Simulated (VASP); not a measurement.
Here is the system:

```yaml
crystal:
  lattice:
    - [2.46025, 0.00000, 0.00000]
    - [-1.23012, 2.13064, 0.00000]
    - [0.00000, 0.00000, 7.04628]
  atoms:
    - { symbol: C, position: [0.00000, 0.00000, 0.25000] }
    - { symbol: C, position: [0.00000, 0.00000, 0.75000] }
    - { symbol: C, position: [0.33333, 0.66667, 0.25000] }
    - { symbol: C, position: [0.66667, 0.33333, 0.75000] }
```

Calculation: PBEsol GGA, VASP's PBE PAW potentials (set 64) (plane waves; VASP). Settings: 520 eV cut-off, 11×11×4 Γ-centred mesh, tetrahedra with Blöchl corrections, potentials C.

The cores are frozen, which limits the accuracy of field gradients. Without a dispersion term in the relaxation, distances and binding between the weakly bound layers, chains or molecules are unreliable, and so is what depends on them.

Give the principal components of the electric field gradient (V/Å²) and the asymmetry η at each nucleus.

| atom | Vxx | Vyy | Vzz | η |
|---|---|---|---|---|
| C1 | -16.1 | -16.1 | 32.2 | 0.00 |
| C2 | -16.1 | -16.1 | 32.2 | 0.00 |
| C3 | -15.6 | -15.6 | 31.1 | 0.00 |
| C4 | -15.6 | -15.6 | 31.1 | 0.00 |

The structure comes from a measured C entry (P6_3/mmc) of the Crystallography Open Database, whose conditions weren't checked. It was relaxed first.
